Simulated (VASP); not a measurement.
Computed with G0W0 on PBE orbitals, VASP's PBE PAW potentials (set 64) (plane waves; VASP).

A VASP calculation is set up with these files.

### INCAR
```
# general
SYSTEM      = NaF
PREC        = Normal
ENCUT       = 500
LREAL       = .FALSE.
LASPH       = .TRUE.
NBANDS      = 160

# electronic loop
ALGO        = EVGW0

# smearing
ISMEAR      = 0
SIGMA       = 0.01

# functional
GGA         = PE

# output
LWAVE       = .FALSE.
LCHARG      = .FALSE.

# other
NELMGW      = 1
NOMEGA      = 64
ENCUTGW     = 200
NBANDSGW    = 16
LSPECTRALGW = .TRUE.
```

### POSCAR
```
NaF
1.0
  0.0000000000   2.3150000000   2.3150000000
  2.3150000000   0.0000000000   2.3150000000
  2.3150000000   2.3150000000   0.0000000000
Na F
1 1
Direct
  0.0000000000   0.0000000000   0.0000000000
  0.5000000000   0.5000000000   0.5000000000
```

File KPOINTS:
```
Regular mesh
0
gamma
4 4 4
0 0 0
```

POTCAR, in this order: Na_sv_GW F_GW_new (PBE.64 set). Program: vasp_std. Read from the step before: WAVECAR, WAVEDER.

What VASP printed:

OSZICAR:
```
energies w=
    0.000    0.000    1.197    0.000    2.391    0.000    3.581    0.000
    4.762    0.000    5.935    0.000    7.096    0.000    8.244    0.000
    9.378    0.000   10.498    0.000   11.603    0.000   12.693    0.000
   13.768    0.000   14.829    0.000   15.877    0.000   16.912    0.000
   17.937    0.000   18.951    0.000   19.958    0.000   20.958    0.000
   21.954    0.000   22.947    0.000   23.939    0.000   24.932    0.000
   25.929    0.000   26.933    0.000   27.944    0.000   28.967    0.000
   30.004    0.000   31.058    0.000   32.132    0.000   33.230    0.000
   34.356    0.000   35.514    0.000   36.709    0.000   37.945    0.000
   39.229    0.000   40.568    0.000   41.968    0.000   43.438    0.000
   44.988    0.000   46.628    0.000   48.372    0.000   50.235    0.000
   52.233    0.000   54.387    0.000   56.723    0.000   59.270    0.000
   62.063    0.000   65.146    0.000   68.574    0.000   72.414    0.000
   76.753    0.000   81.699    0.000   87.397    0.000   94.039    0.000
  101.883    0.000  111.294    0.000  122.792    0.000  137.153    0.000
  155.590    0.000  180.099    0.000  214.226    0.000  264.929    0.000
NQ=   1    0.0000    0.0000    0.0000,
 performed        196000 updates of chi_q(r,r)
NQ=   2    0.2500    0.0000    0.0000,
 performed        576000 updates of chi_q(r,r)
NQ=   3    0.5000    0.0000    0.0000,
 performed        864000 updates of chi_q(r,r)
NQ=   4    0.2500    0.2500    0.0000,
 performed       1209000 updates of chi_q(r,r)
NQ=   5    0.5000    0.2500    0.0000,
 performed       1671000 updates of chi_q(r,r)
NQ=   6   -0.2500    0.2500    0.0000,
 performed       2082000 updates of chi_q(r,r)
NQ=   7    0.5000    0.5000    0.0000,
 performed       2350000 updates of chi_q(r,r)
NQ=   8   -0.2500    0.5000    0.2500,
 performed       2700000 updates of chi_q(r,r)
 resolving degeneracies of screened two electron integrals
```

### OUTCAR
```


 k-point   1 :       0.0000    0.0000    0.0000
  band No.  KS-energies  QP-energies   sigma(KS)   V_xc(KS)     V^pw_x(r,r')   Z            occupation Imag(sigma)

      1     -48.8337     -58.1389     -40.7795     -29.2499     -49.1171       0.8071       2.0000       0.4224
      2     -20.9356     -25.0796     -28.2910     -22.7027     -36.8143       0.7416       2.0000       1.0079
      3     -20.7216     -26.9886     -35.8212     -28.3964     -41.4713       0.8441       2.0000       0.1496
      4     -20.7216     -26.9886     -35.8212     -28.3964     -41.4713       0.8441       2.0000       0.1496
      5     -20.7216     -26.9886     -35.8212     -28.3964     -41.4713       0.8441       2.0000       0.1496
      6      -1.7747      -4.6734     -25.9778     -22.3326     -30.2161       0.7952       2.0000       0.1659
      7      -1.7747      -4.6734     -25.9778     -22.3326     -30.2161       0.7952       2.0000       0.1659
      8      -1.7747      -4.6734     -25.9778     -22.3326     -30.2161       0.7952       2.0000       0.1659
      9       4.5550       6.0634      -7.7317      -9.4273      -5.0337       0.8896       0.0000      -0.0741
     10      17.2188      18.7481      -5.4351      -7.1806      -2.1550       0.8761       0.0000      -0.1410
     11      17.2188      18.7481      -5.4351      -7.1806      -2.1550       0.8761       0.0000      -0.1410
     12      17.2188      18.7481      -5.4351      -7.1806      -2.1550       0.8761       0.0000      -0.1410
     13      20.1173      20.9081      -4.2980      -5.2036      -0.7113       0.8732       0.0000      -0.4344
     14      22.2590      24.1921      -6.2604      -8.4659      -2.7751       0.8765       0.0000      -0.1728
     15      22.2590      24.1921      -6.2604      -8.4659      -2.7751       0.8765       0.0000      -0.1728
     16      25.0741      27.6772      -8.4911     -11.5169      -4.5477       0.8603       0.0000      -0.3489

 k-point   2 :       0.2500    0.0000    0.0000
  band No.  KS-energies  QP-energies   sigma(KS)   V_xc(KS)     V^pw_x(r,r')   Z            occupation Imag(sigma)

      1     -48.8271     -58.1506     -40.7930     -29.2625     -49.1312       0.8086       2.0000       0.4205
      2     -21.3791     -26.4653     -31.2705     -24.7883     -38.4691       0.7846       2.0000       0.6336
      3     -20.7280     -26.9921     -35.8053     -28.3833     -41.4536       0.8440       2.0000       0.1477
      4     -20.7280     -26.9921     -35.8053     -28.3833     -41.4536       0.8440       2.0000       0.1477
      5     -20.2156     -25.3906     -32.9146     -26.4046     -39.8840       0.7949       2.0000       0.5160
      6      -2.6725      -5.7103     -24.0646     -20.2465     -28.0791       0.7957       2.0000       0.1761
      7      -1.9063      -4.8339     -25.7585     -22.0733     -29.9897       0.7944       2.0000       0.1679
      8      -1.9063      -4.8339     -25.7585     -22.0733     -29.9897       0.7944       2.0000       0.1679
      9       6.4181       8.0731      -9.0093     -10.8941      -6.4089       0.8780       0.0000      -0.0780
     10      13.4051      14.9368      -6.5559      -8.3158      -3.4360       0.8703       0.0000      -0.1239
     11      17.9896      19.6759      -6.1143      -8.0461      -2.7639       0.8729       0.0000      -0.1649
     12      17.9896      19.6759      -6.1143      -8.0461      -2.7639       0.8729       0.0000      -0.1649
     13      21.0338      23.0045      -6.7748      -9.0338      -3.2489       0.8724       0.0000      -0.2140
     14      21.0338      23.0045      -6.7748      -9.0338      -3.2489       0.8724       0.0000      -0.2140
     15      22.6686      24.6160      -6.7771      -8.9778      -3.0199       0.8849       0.0000      -0.4345
     16      26.8653      28.6728      -5.5998      -7.5842      -1.9028       0.9108       0.0000      -0.6122

 k-point   3 :       0.5000    0.0000    0.0000
  band No.  KS-energies  QP-energies   sigma(KS)   V_xc(KS)     V^pw_x(r,r')   Z            occupation Imag(sigma)

      1     -48.8205     -58.1721     -40.8064     -29.2752     -49.1452       0.8110       2.0000       0.4187
      2     -21.5829     -26.7641     -31.4547     -24.8646     -38.5065       0.7862       2.0000       0.5979
      3     -20.7339     -26.9934     -35.7917     -28.3706     -41.4385       0.8435       2.0000       0.1457
      4     -20.7339     -26.9934     -35.7917     -28.3706     -41.4385       0.8435       2.0000       0.1457
      5     -19.9445     -25.0261     -32.8058     -26.4273     -39.9205       0.7967       2.0000       0.5429
      6      -3.3640      -6.5348     -23.0944     -19.0972     -27.0696       0.7932       2.0000       0.1914
      7      -2.0308      -4.9822     -25.5530     -21.8271     -29.7784       0.7921       2.0000       0.1700
      8      -2.0308      -4.9822     -25.5530     -21.8271     -29.7784       0.7921       2.0000       0.1700
      9       9.0255      10.5503      -7.1453      -8.8729      -4.2730       0.8826       0.0000      -0.0919
     10      10.7303      12.7840     -10.3415     -12.7369      -7.5058       0.8573       0.0000      -0.1102
     11      18.3772      20.3030      -6.8735      -9.0778      -3.5358       0.8736       0.0000      -0.1610
     12      18.3772      20.3030      -6.8735      -9.0778      -3.5358       0.8736       0.0000      -0.1610
     13      21.1628      23.0919      -7.3239      -9.5576      -3.5634       0.8637       0.0000      -0.3336
     14      21.1628      23.0919      -7.3239      -9.5576      -3.5634       0.8637       0.0000      -0.3336
     15      22.0483      23.9330      -6.1586      -8.2841      -2.4277       0.8867       0.0000      -0.3733
     16      25.3400      27.4628      -6.6430      -8.9432      -2.9765       0.9229       0.0000      -0.5607

 k-point   4 :       0.2500    0.2500    0.0000
  band No.  KS-energies  QP-energies   sigma(KS)   V_xc(KS)     V^pw_x(r,r')   Z            occupation Imag(sigma)

      1     -48.8250     -58.1579     -40.7970     -29.2665     -49.1356       0.8094       2.0000       0.4203
      2     -21.2688     -26.3744     -31.4362     -24.9459     -38.6020       0.7866       2.0000       0.6173
      3     -20.7485     -27.0000     -35.7600     -28.3347     -41.4034       0.8419       2.0000       0.1518
      4     -20.7485     -27.0000     -35.7600     -28.3347     -41.4034       0.8419       2.0000       0.1518
      5     -20.3034     -25.4371     -32.7734     -26.2744     -39.7745       0.7899       2.0000       0.5238
      6      -2.6787      -5.7234     -24.0844     -20.2533     -28.1128       0.7947       2.0000       0.1766
      7      -1.9918      -4.9375     -25.6524     -21.9425     -29.8747       0.7940       2.0000       0.1686
      8      -1.9918      -4.9375     -25.6524     -21.9425     -29.8747       0.7940       2.0000       0.1686
      9       6.9846       8.7116      -9.2771     -11.2488      -6.6580       0.8759       0.0000      -0.0807
     10      13.2539      14.4960      -4.9827      -6.3900      -1.8727       0.8826       0.0000      -0.1137
     11      17.3848      19.3855      -7.2913      -9.5915      -3.9063       0.8698       0.0000      -0.1642
     12      17.6571      19.5645      -7.4300      -9.6430      -3.9984       0.8619       0.0000      -0.1918
     13      17.6571      19.5645      -7.4300      -9.6430      -3.9984       0.8619       0.0000      -0.1918
     14      23.8442      25.8458      -6.3664      -8.6524      -2.8001       0.8756       0.0000      -0.2067
     15      24.5779      27.3040      -8.8492     -11.9358      -4.8458       0.8832       0.0000      -0.4648
     16      27.5722      28.9497      -4.5193      -6.0194      -0.9925       0.9183       0.0000      -0.6567

 k-point   5 :       0.5000    0.2500    0.0000
  band No.  KS-energies  QP-energies   sigma(KS)   V_xc(KS)     V^pw_x(r,r')   Z            occupation Imag(sigma)

      1     -48.8185     -58.2024     -40.8098     -29.2789     -49.1493       0.8138       2.0000       0.4189
      2     -21.3379     -26.5793     -31.8273     -25.2185     -38.8157       0.7931       2.0000       0.5652
      3     -20.7840     -27.0186     -35.6633     -28.2402     -41.3002       0.8399       2.0000       0.1538
      4     -20.7547     -27.0047     -35.7456     -28.3210     -41.3874       0.8418       2.0000       0.1500
      5     -20.1770     -25.2039     -32.4532     -26.0813     -39.6222       0.7889       2.0000       0.5674
      6      -3.0149      -6.1509     -23.7638     -19.8238     -27.8057       0.7959       2.0000       0.1840
      7      -2.3489      -5.3618     -24.9841     -21.1817     -29.1507       0.7924       2.0000       0.1737
      8      -2.1080      -5.0786     -25.4722     -21.7244     -29.6912       0.7926       2.0000       0.1707
      9       9.7176      11.5208      -8.8941     -10.9659      -6.0718       0.8703       0.0000      -0.0984
     10      11.4380      13.0850      -7.6912      -9.5855      -4.7425       0.8694       0.0000      -0.1078
     11      14.9200      16.9036      -7.5645      -9.8421      -4.2847       0.8710       0.0000      -0.1358
     12      18.0757      20.1684      -8.1913     -10.6259      -4.6993       0.8596       0.0000      -0.2117
     13      18.1205      19.9942      -7.0865      -9.2451      -3.5635       0.8680       0.0000      -0.2289
     14      23.7917      25.7096      -6.4930      -8.6827      -2.7913       0.8759       0.0000      -0.3339
     15      25.2555      27.7976      -8.0096     -10.8802      -4.1506       0.8856       0.0000      -0.4021
     16      26.9807      29.0129      -6.1837      -8.4583      -2.4247       0.8935       0.0000      -0.4809

 k-point   6 :      -0.2500    0.2500    0.0000
  band No.  KS-energies  QP-energies   sigma(KS)   V_xc(KS)     V^pw_x(r,r')   Z            occupation Imag(sigma)

      1     -48.8206     -58.1633     -40.8058     -29.2750     -49.1449       0.8102       2.0000       0.4191
      2     -21.4272     -26.5960     -31.5735     -25.0036     -38.6390       0.7868       2.0000       0.5922
      3     -20.7835     -27.0258     -35.6756     -28.2480     -41.3097       0.8404       2.0000       0.1549
      4     -20.7343     -26.9897     -35.7909     -28.3695     -41.4376       0.8429       2.0000       0.1458
      5     -20.0876     -25.1761     -32.7196     -26.3123     -39.8217       0.7942       2.0000       0.5435
...
```
(Selected blocks of OUTCAR.)

The mesh is coarse and the basis finite, so the quasiparticle values are not converged.

The compound is NaF in the rock salt structure. The cell was not relaxed at this level. The k-mesh is coarse (spacing up to 0.59 per Å, 2π included), so the numbers may not be converged in it.
